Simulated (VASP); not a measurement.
All values below come from r2SCAN meta-GGA, VASP's PBE PAW potentials (set 64) (plane waves; VASP).

A VASP calculation is set up with these files.

### KPOINTS
```
Automatic mesh
0
Gamma
5 5 4
0 0 0
```

**INCAR**
```
SYSTEM  =  Se
PREC  =  Accurate; ENCUT  =  400; LREAL  =  F
LASPH  =  T
EDIFF  =  1E-6; NELM  =  100; ALGO  =  Normal
LMAXMIX  =  4; LMIXTAU  =  T
ISMEAR  =  0; SIGMA  =  0.05
METAGGA  =  R2SCAN
IBRION  =  2; NSW  =  60; ISIF  =  3
EDIFFG  =  -0.02
LWAVE  =  F; LCHARG  =  F
```

POSCAR:
```
Se
1.0
  2.2506733677  -3.8982806088   0.0000000000
  2.2506733677   3.8982806088   0.0000000000
  0.0000000000   0.0000000000   4.9858397680
Se
3
Cart
  0.4896256463   0.8480564928   3.3238948406
  3.5220954428   0.0000000000   0.0000000000
  0.4896256463  -0.8480564928   1.6619449274
```

POTCAR, in this order: Se (PBE.64 set). Program: vasp_std.

What does the run give for the energy per atom (σ→0)?

```yaml
energy per atom (σ→0): -14.307 eV/atom
```

OSZICAR:
```
...
DAV:  14    -0.429221338247E+02   -0.19741E-03   -0.27182E-05   502   0.583E-02    0.113E-02
DAV:  15    -0.429222975518E+02   -0.16373E-03   -0.43732E-05   452   0.670E-02    0.620E-03
DAV:  16    -0.429223156496E+02   -0.18098E-04   -0.29922E-05   452   0.646E-02    0.215E-03
DAV:  17    -0.429223255910E+02   -0.99413E-05   -0.29182E-06   441   0.175E-02    0.102E-03
DAV:  18    -0.429223189531E+02    0.66379E-05   -0.10168E-06   326   0.113E-02    0.794E-04
DAV:  19    -0.429223208683E+02   -0.19152E-05   -0.28645E-07   276   0.558E-03    0.138E-04
DAV:  20    -0.429223202165E+02    0.65182E-06   -0.22033E-08   236   0.140E-03
   1 F= -.42922320E+02 E0= -.42922320E+02  d E =-.429223E+02
```

The compound is Se in the trig structure. It was relaxed first, which changed the volume by +7 %. The start is the result of an earlier pass.
